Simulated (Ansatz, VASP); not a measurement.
**KTaO3: VASP beside Ansatz**

Wanted: the spread between two codes on one cell, functional and k mesh. The cell is taken from a series of runs on this material, whose earlier steps may have relaxed, scaled, displaced or heated it; both programs get it as it stands.

Calculated with Ansatz 0.2.0; plane waves, with VASP 6.6.1 beside it; zone-centre phonons at PBE.

## Step 1: Set-up

It takes space group Pm-3m (No. 221, cubic). The conventional cell has a = 3.913 Å, b = 3.913 Å, c = 3.913 Å, α = 90.00°, β = 90.00°, γ = 90.00°. Nearest to O lie 2 Ta at 1.96 Å and 4 K at 2.77 Å. K has 12 O at 2.77 Å nearest. Nearest to Ta lie 6 O at 1.96 Å. Farther neighbours and most contacts between anions are not listed.

Coordinates:

```xyz
5
Lattice="3.9129 0.0000 0.0000 0.0000 3.9129 0.0000 0.0000 0.0000 3.9129" Properties=species:S:1:pos:R:3 pbc="T T T"
O     1.9565    0.0000    0.0000
O     0.0000    1.9565    0.0000
O     0.0000    0.0000    1.9565
K     1.9565    1.9565    1.9565
Ta    0.0000    0.0000    0.0000
```

## Step 2: VASP: zone-centre phonons, PBE

Second derivatives magnify differences that forces hide, and they need a tight electronic threshold.

Lines of VASP's logs that name or quote its potential files are left out, and so is its time.

Input file INCAR:

```
SYSTEM = KTaO3
PREC = Accurate
ENCUT = 600
EDIFF = 1E-08
NELM = 120
ISMEAR = 0
SIGMA = 0.01
LREAL = .FALSE.
ALGO = Normal
GGA = PE
NBANDS = 25
LASPH = .TRUE.
LORBIT = 11
LWAVE = .FALSE.
LCHARG = .FALSE.
ISIF = 2
IBRION = 8
LEPSILON = .TRUE.
GGA_COMPAT = .FALSE.
EFERMI = MIDGAP
KPAR = 2
```

Input file POSCAR:

```
KTaO3
1.0
    3.9129191699      0.0000000000      0.0000000000
    0.0000000000      3.9129191699      0.0000000000
    0.0000000000      0.0000000000      3.9129191699
O K Ta
3 1 1
Direct
    0.5000000000      0.0000000000      0.0000000000
    0.0000000000      0.5000000000      0.0000000000
    0.0000000000      0.0000000000      0.5000000000
    0.5000000000      0.5000000000      0.5000000000
    0.0000000000      0.0000000000      0.0000000000
```

Input file KPOINTS:

```
Automatic mesh
0
Gamma
8 8 8
0 0 0
```

PAW data sets: O, K_sv and Ta_pv (PBE family, release 64).

Command:

```console
$ mpirun -np 2 vasp_std
```

Numbers of over 12 decimals in the logs are rounded to 6 here.

The program printed:

```text
[banner, memory and clock lines left out]
running    2 mpi-ranks, on    1 nodes
 distrk:  each k-point on    1 cores,    2 groups
 distr:  one band on    1 cores,    1 groups

 POSCAR found type information on POSCAR O K Ta
 POSCAR found :  3 types and       5 ions
 LDA part: xc-table for (Slater+PW92), standard interpolation
 POSCAR, INCAR and KPOINTS ok, starting setup
 FFT: planning ... GRIDC
 FFT: planning ... GRID_SOFT
 FFT: planning ... GRID
 WAVECAR not read
 entering main loop
       N       E                     dE             d eps       ncg     rms          rms(c)
DAV:   1     0.358771887889E+03    0.35877E+03   -0.22761E+04  1750   0.171E+03
DAV:   2    -0.290587532495E+02   -0.38783E+03   -0.37913E+03  2076   0.462E+02
DAV:   3    -0.483629738138E+02   -0.19304E+02   -0.19240E+02  2397   0.101E+02
DAV:   4    -0.491187471859E+02   -0.75577E+00   -0.75497E+00  3018   0.123E+01
DAV:   5    -0.491236957480E+02   -0.49486E-02   -0.49480E-02  2304   0.925E-01    0.380E+01
DAV:   6    -0.408900661680E+02    0.82336E+01   -0.37808E+01  2236   0.438E+01    0.152E+01
DAV:   7    -0.408062641780E+02    0.83802E-01   -0.17543E+00  2270   0.889E+00    0.100E+01
DAV:   8    -0.407645681774E+02    0.41696E-01   -0.30942E-01  2229   0.479E+00    0.222E+00
DAV:   9    -0.407544438412E+02    0.10124E-01   -0.31486E-02  2284   0.127E+00    0.297E-01
DAV:  10    -0.407540761448E+02    0.36770E-03   -0.60701E-03  2444   0.560E-01    0.451E-02
DAV:  11    -0.407541409694E+02   -0.64825E-04   -0.29824E-04  2447   0.129E-01    0.290E-02
DAV:  12    -0.407541662118E+02   -0.25242E-04   -0.51416E-05  2551   0.530E-02    0.871E-03
DAV:  13    -0.407541662091E+02    0.27258E-08   -0.34292E-06  2324   0.133E-02    0.772E-03
DAV:  14    -0.407541660348E+02    0.17423E-06   -0.68663E-07  2318   0.728E-03    0.716E-04
DAV:  15    -0.407541659610E+02    0.73849E-07   -0.10359E-07  2332   0.272E-03    0.420E-04
DAV:  16    -0.407541659598E+02    0.11851E-08   -0.56005E-09  1638   0.667E-04
   1 F= -.40754166E+02 E0= -.40754166E+02  d E =0.000000E+00
 Linear response reoptimize wavefunctions to high precision
DAV:   1    -0.407541659551E+02    0.46730E-08   -0.15212E-09  1710   0.266E-04
DAV:   2    -0.407541659552E+02   -0.50022E-10   -0.22954E-10  1493   0.102E-04
 Linear response G [H, r] |phi>, progress :
  Direction:   1
       N       E                     dE             d eps       ncg     rms
RMM:   1    -0.137494301870E+03   -0.13749E+03    0.69249E+02  2976   0.199E+02
RMM:   2    -0.129141073183E+03    0.83532E+01   -0.30874E+01  2984   0.352E+01
RMM:   3    -0.129465627235E+03   -0.32455E+00   -0.26783E+00  3496   0.720E+00
RMM:   4    -0.129653859352E+03   -0.18823E+00   -0.53188E-01  3856   0.236E+00
RMM:   5    -0.129685512623E+03   -0.31653E-01   -0.14935E-01  4013   0.103E+00
RMM:   6    -0.129692150682E+03   -0.66381E-02   -0.37708E-02  4125   0.497E-01
RMM:   7    -0.129693827493E+03   -0.16768E-02    0.43702E-03  4160   0.267E-01
RMM:   8    -0.129694508046E+03   -0.68055E-03   -0.98564E-03  4211   0.163E-01
RMM:   9    -0.129694737623E+03   -0.22958E-03    0.49484E-02  4175   0.106E-01
RMM:  10    -0.129694632971E+03    0.10465E-03    0.91854E-03  4095   0.743E-02
RMM:  11    -0.129694631818E+03    0.11536E-05   -0.81408E-04  3988   0.557E-02
RMM:  12    -0.129694486749E+03    0.14507E-03   -0.12557E-02  3937   0.447E-02
RMM:  13    -0.129694643547E+03   -0.15680E-03   -0.39011E-03  3929   0.378E-02
RMM:  14    -0.129694251547E+03    0.39200E-03    0.70821E-03  3922   0.337E-02
RMM:  15    -0.129693955044E+03    0.29650E-03    0.61031E-03  3939   0.310E-02
RMM:  16    -0.129693872525E+03    0.82519E-04    0.33295E-03  3932   0.294E-02
RMM:  17    -0.129693922835E+03   -0.50310E-04    0.11269E-02  3947   0.283E-02
RMM:  18    -0.129694028733E+03   -0.10590E-03    0.10090E-02  3938   0.277E-02
RMM:  19    -0.129693900239E+03    0.12849E-03    0.12012E-02  3938   0.272E-02
 Linear response G [H, r] |phi>, progress :
  Direction:   2
       N       E                     dE             d eps       ncg     rms
RMM:   1    -0.151042008492E+03   -0.15104E+03    0.52917E+02  2931   0.198E+02
RMM:   2    -0.148378673201E+03    0.26633E+01   -0.34688E+01  2907   0.374E+01
RMM:   3    -0.148775857964E+03   -0.39718E+00   -0.40695E+00  3552   0.857E+00
RMM:   4    -0.148997578093E+03   -0.22172E+00   -0.73122E-01  3956   0.286E+00
RMM:   5    -0.149040069512E+03   -0.42491E-01   -0.17330E-01  4113   0.125E+00
RMM:   6    -0.149050306968E+03   -0.10237E-01   -0.42477E-02  4160   0.602E-01
RMM:   7    -0.149053088020E+03   -0.27811E-02   -0.55562E-03  4265   0.324E-01
RMM:   8    -0.149053225334E+03   -0.13731E-03    0.32334E-02  4261   0.194E-01
RMM:   9    -0.149053667183E+03   -0.44185E-03    0.55958E-03  4235   0.126E-01
RMM:  10    -0.149053958891E+03   -0.29171E-03   -0.37892E-02  4143   0.889E-02
RMM:  11    -0.149053815803E+03    0.14309E-03   -0.68408E-03  4062   0.670E-02
[...]
RMM:   9    -0.757445938991E+00   -0.27334E-05   -0.40187E-05  8078   0.158E-02    0.304E-03
RMM:  10    -0.757467139306E+00   -0.21200E-04   -0.15772E-05  8448   0.965E-03    0.202E-03
RMM:  11    -0.757471339276E+00   -0.42000E-05   -0.11556E-05  8420   0.623E-03    0.218E-03
RMM:  12    -0.757466180535E+00    0.51587E-05   -0.38638E-06  8038   0.432E-03    0.369E-03
[...]
RMM:  20    -0.382274718269E+00   -0.41864E-08    0.15682E-07  7966   0.450E-04    0.732E-07
RMM:  21    -0.382274716521E+00    0.17477E-08   -0.22376E-07  7750   0.449E-04    0.111E-06
RMM:  22    -0.382274716566E+00   -0.45267E-10   -0.34021E-08  7761   0.449E-04    0.832E-07
 first order change of Fermi-energy  -0.12512E-03
 force on displaced ion       1 direction 1 : -19.760   0.000  -0.000
 Born effective charge ion    1 direction 1 :  -6.475   0.000   0.000
 Linear response progress:
  Degree of freedom:   2/  4
       N       E                     dE             d eps       ncg     rms          rms(c)
RMM:   1    -0.373442860400E+00   -0.37344E+00    0.24909E-01 12130   0.269E+00
RMM:   2    -0.367909540679E+00    0.55333E-02   -0.10790E-02 10635   0.465E-01    0.128E-01
RMM:   3    -0.369362272145E+00   -0.14527E-02   -0.18534E-03 10444   0.161E-01    0.627E-02
RMM:   4    -0.371157526647E+00   -0.17953E-02   -0.62202E-04 10399   0.115E-01    0.169E-02
RMM:   5    -0.371279499354E+00   -0.12197E-03   -0.78570E-05 12042   0.331E-02    0.467E-03
RMM:   6    -0.371292901191E+00   -0.13402E-04   -0.13366E-05 13509   0.105E-02    0.304E-03
RMM:   7    -0.371283529942E+00    0.93712E-05   -0.30689E-06 12507   0.583E-03    0.616E-04
RMM:   8    -0.371291110090E+00   -0.75801E-05   -0.14705E-06 13831   0.270E-03    0.321E-04
RMM:   9    -0.371290025309E+00    0.10848E-05    0.93379E-07 13706   0.160E-03    0.133E-04
RMM:  10    -0.371289754506E+00    0.27080E-06   -0.66496E-07 14308   0.112E-03    0.821E-05
RMM:  11    -0.371289458486E+00    0.29602E-06    0.82628E-08 14135   0.893E-04    0.488E-05
RMM:  12    -0.371289512131E+00   -0.53646E-07   -0.41244E-07 14362   0.773E-04    0.399E-05
RMM:  13    -0.371289501521E+00    0.10611E-07    0.29535E-08 14317   0.703E-04    0.271E-05
RMM:  14    -0.371289592341E+00   -0.90820E-07   -0.59165E-07 14057   0.665E-04    0.948E-06
RMM:  15    -0.371289534544E+00    0.57797E-07   -0.37103E-08 13931   0.636E-04    0.850E-06
RMM:  16    -0.371289560056E+00   -0.25512E-07   -0.55107E-07 14030   0.619E-04    0.402E-06
RMM:  17    -0.371289568858E+00   -0.88014E-08   -0.57136E-08 13834   0.607E-04    0.533E-06
 first order change of Fermi-energy   0.20173E-03
 force on displaced ion       1 direction 2 :   0.000  -4.140   0.000
 Born effective charge ion    1 direction 2 :   0.000  -1.689   0.000
 Linear response progress:
  Degree of freedom:   3/  4
       N       E                     dE             d eps       ncg     rms          rms(c)
RMM:   1    -0.311902257287E+00   -0.31190E+00    0.19722E-01  6467   0.270E+00
RMM:   2    -0.312118807605E+00   -0.21655E-03   -0.33040E-02  6619   0.685E-01    0.524E-02
RMM:   3    -0.313685731219E+00   -0.15669E-02   -0.57049E-03  7138   0.230E-01    0.262E-02
RMM:   4    -0.314026596368E+00   -0.34087E-03   -0.95586E-04  7673   0.726E-02    0.245E-02
RMM:   5    -0.314081378449E+00   -0.54782E-04   -0.22842E-04  7816   0.339E-02    0.158E-02
RMM:   6    -0.314115542623E+00   -0.34164E-04   -0.40774E-05  7682   0.190E-02    0.400E-03
RMM:   7    -0.314128636929E+00   -0.13094E-04   -0.99267E-06  7820   0.818E-03    0.116E-03
RMM:   8    -0.314132910080E+00   -0.42732E-05   -0.23721E-05  8338   0.400E-03    0.928E-04
RMM:   9    -0.314132561694E+00    0.34839E-06   -0.61681E-06  8030   0.247E-03    0.533E-04
RMM:  10    -0.314131682818E+00    0.87888E-06   -0.77124E-07  8122   0.166E-03    0.485E-04
RMM:  11    -0.314129815590E+00    0.18672E-05   -0.17576E-06  8045   0.128E-03    0.801E-05
RMM:  12    -0.314129416925E+00    0.39866E-06   -0.37614E-07  8190   0.103E-03    0.678E-05
RMM:  13    -0.314130180506E+00   -0.76358E-06   -0.79885E-07  8224   0.886E-04    0.125E-04
RMM:  14    -0.314130084921E+00    0.95585E-07   -0.36845E-07  8600   0.800E-04    0.121E-04
RMM:  15    -0.314129933224E+00    0.15170E-06   -0.17164E-07  8474   0.753E-04    0.101E-04
RMM:  16    -0.314129643032E+00    0.29019E-06   -0.22040E-07  8481   0.730E-04    0.248E-05
RMM:  17    -0.314129529435E+00    0.11360E-06   -0.93966E-08  8635   0.709E-04    0.821E-06
RMM:  18    -0.314129530275E+00   -0.84024E-09   -0.11232E-07  8488   0.697E-04    0.313E-06
RMM:  19    -0.314129502082E+00    0.28192E-07   -0.41844E-07  8550   0.690E-04    0.370E-06
RMM:  20    -0.314129502142E+00   -0.59489E-10   -0.23772E-07  8428   0.685E-04    0.261E-06
RMM:  21    -0.314129485501E+00    0.16641E-07    0.34727E-08  8622   0.682E-04    0.212E-06
RMM:  22    -0.314129483947E+00    0.15542E-08   -0.60046E-07  8097   0.680E-04    0.187E-06
RMM:  23    -0.314129474375E+00    0.95713E-08   -0.32815E-07  8629   0.679E-04    0.150E-06
RMM:  24    -0.314129464440E+00    0.99351E-08    0.97303E-09  8678   0.678E-04    0.149E-06
 first order change of Fermi-energy  -0.16865E-03
 force on displaced ion       4 direction 1 :  -5.234  -0.000   0.000
 Born effective charge ion    4 direction 1 :   1.159   0.000   0.000
 Linear response progress:
  Degree of freedom:   4/  4
       N       E                     dE             d eps       ncg     rms          rms(c)
RMM:   1    -0.190974467589E+00   -0.19097E+00    0.77042E+00  4489   0.160E+01
RMM:   2    -0.214174357933E+00   -0.23200E-01   -0.35716E-02  5843   0.119E+00    0.154E-01
RMM:   3    -0.212855008991E+00    0.13193E-02   -0.16904E-03  6490   0.199E-01    0.843E-02
RMM:   4    -0.211692299806E+00    0.11627E-02   -0.31658E-04  6901   0.999E-02    0.257E-02
RMM:   5    -0.211459050523E+00    0.23325E-03   -0.35394E-05  7334   0.297E-02    0.612E-03
RMM:   6    -0.211406628565E+00    0.52422E-04   -0.65445E-06  7892   0.100E-02    0.244E-03
RMM:   7    -0.211396953754E+00    0.96748E-05   -0.20144E-06  7535   0.409E-03    0.721E-04
RMM:   8    -0.211397177379E+00   -0.22362E-06    0.36347E-06  8179   0.191E-03    0.342E-04
RMM:   9    -0.211398514052E+00   -0.13367E-05    0.11770E-06  8127   0.123E-03    0.106E-04
RMM:  10    -0.211398675797E+00   -0.16175E-06   -0.29362E-07  8230   0.858E-04    0.309E-05
RMM:  11    -0.211398680594E+00   -0.47965E-08    0.56850E-07  8733   0.666E-04    0.237E-05
RMM:  12    -0.211398709353E+00   -0.28759E-07    0.58675E-07  8571   0.567E-04    0.152E-05
RMM:  13    -0.211398711378E+00   -0.20247E-08    0.60349E-08  8624   0.510E-04    0.480E-06
 first order change of Fermi-energy   0.67365E-04
 force on displaced ion       5 direction 1 :  -7.038   0.000  -0.000
 Born effective charge ion    5 direction 1 :   8.693   0.000   0.000
 Born effective charges drift removed
 Linear response finished
```

[end of part 1 of 3]

[Lines on the potential files, build, host, timing and source positions are cut from VASP's logs without a mark.]

[Logs are printed without paths, hosts, clocks, repeated set-up lines and the standing remarks that a program may print on its own settings, such as how far it seeks lower states.]

[Hosts, paths, dates, database ids (printed as entryN), source tags and the programs' standing remarks are cut or masked in the printed files.]
